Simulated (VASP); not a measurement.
Write the native input for VASP 6.6.1 that does the following.

```
Task                   : relaxation of cell and atoms
Functional             : r2SCAN
Dispersion             : rVV10
Potentials or basis    : VASP PAW PBE potentials, release 64 (Ba_sv, Ti_sv, O)
Cutoff                 : 600 eV
k mesh                 : 8 × 8 × 8
Occupations            : gaussian, width 0.02 eV
Spin                   : no spin polarisation
Further INCAR settings : ALGO = Normal; EDIFF = 1e-07; IBRION = 2; EDIFFG = -0.005; NSW = 90; ISIF = 3
```

The structure of BaTiO3 lies in POSCAR:

```
BaTiO3
1.0
    3.9903792100      0.0000000000      0.0000000000
    0.0000000000      3.9903792100      0.0000000000
    0.0000000000      0.0000000000      4.1026553900
Ba Ti O
1 1 3
Direct
    0.5000000000      0.5000000000      0.5825414600
    0.0000000000      0.0000000000      0.1000427000
    0.0000000000      0.5000000000      0.0642205400
    0.5000000000      0.0000000000      0.0642205400
    0.0000000000      0.0000000000      0.5489717500
```

The cell is a database's computed one.

These files were run (other wordings do the same):

INCAR

```
PREC = Accurate
ENCUT = 600
EDIFF = 1E-7
ISMEAR = 0
SIGMA = 0.02
LREAL = F
LASPH = T
NELM = 60
ALGO = Normal
ISIF = 3
LWAVE = F
LCHARG = F
METAGGA = R2SCAN
LMIXTAU = T
LUSE_VDW = T
IVDW_NL = 2
BPARAM = 11.95
CPARAM = 0.0093
IBRION = 2
NSW = 90
EDIFFG = -0.005
```

KPOINTS

```
regular mesh
0
Gamma
  8 8 8
```

Potentials or basis: VASP PAW PBE potentials, release 64 (Ba_sv, Ti_sv, O).

Launch:

```console
$ cat potpaw_PBE.64/Ba_sv/POTCAR potpaw_PBE.64/Ti_sv/POTCAR potpaw_PBE.64/O/POTCAR > POTCAR
$ mpirun -np 1 vasp_std > vasp.out
```

It gave:

| Property | Result |
| --- | --- |
| Relaxed volume | 12.92 Å³/atom |
| Relaxed cell | a = 3.983 Å, b = 3.983 Å, c = 4.073 Å, α = 90.00°, β = 90.00°, γ = 90.00° |
| Space group after relaxing (to 0.05 Å) | P4mm (No. 99) |
| Energy gained by relaxing | 0.6 meV/atom |
| Ionic steps | 13 |
| Pressure after relaxing | 0.0 GPa |
| Largest force after relaxing | 0.005 eV/Å |
| Band gap on the k mesh | 2.18 eV, indirect (least direct gap 2.60 eV) |

Caveat: the PAW data sets were made with another functional, which shifts forces and pressure a little; spin-orbit coupling is left out, which moves the levels of the heavy elements.

Wall time 72 min on 1 thread of Intel(R) Xeon(R) Platinum 8259CL CPU @ 2.50GHz (Skylake/Cascade Lake) (shared host), peak memory 0.47 GiB.
